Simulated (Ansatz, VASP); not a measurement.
## Ga3Sb2As: VASP beside Ansatz

```
Ga Sb As
1.0
     4.29234    0.00000    0.00000
    -2.14617    3.71728    0.00000
     0.00000    0.00000   10.48435
Ga Sb As
3 2 1
Direct
  0.00000 0.00000 0.98706
  0.66667 0.33333 0.33264
  0.33333 0.66667 0.67986
  0.66667 0.33333 0.07760
  0.33333 0.66667 0.42292
  0.00000 0.00000 0.74992
```

Alike in both runs: functional PBE; k mesh 6 × 6 × 2; occupations gaussian, width 0.1 eV; no spin polarisation.

Ansatz relaxed the structure, and its values are those at the end. VASP's run is a single point on that final structure, the one shown.

|  | VASP | Ansatz |
| --- | --- | --- |
| version | VASP 6.6.1 | Ansatz 0.2.0 |
| potentials or method | VASP PAW PBE potentials, release 64 (Ga_d, Sb, As) | scalar-relativistic, plane waves, PAW |
| plane-wave cutoff (eV) | 520 | 420 |
| valence electrons in the cell | 54 | 84 |

|  | VASP | Ansatz | Ansatz less VASP |
| --- | --- | --- | --- |
| gap on the k mesh at the Fermi level (eV) | none | none | - |
| pressure (GPa) | 0.2 | 0.1 | -0.10 |
| rms of the force components (eV/Å) | 0.007 | 0.007 | 0.0000 |

A gap of «none» marks a metal or a gap that the smearing closes. The two sets of potentials don't hold the same shells in valence.

The runs have no spin-orbit coupling, so splittings on Sb are missing.
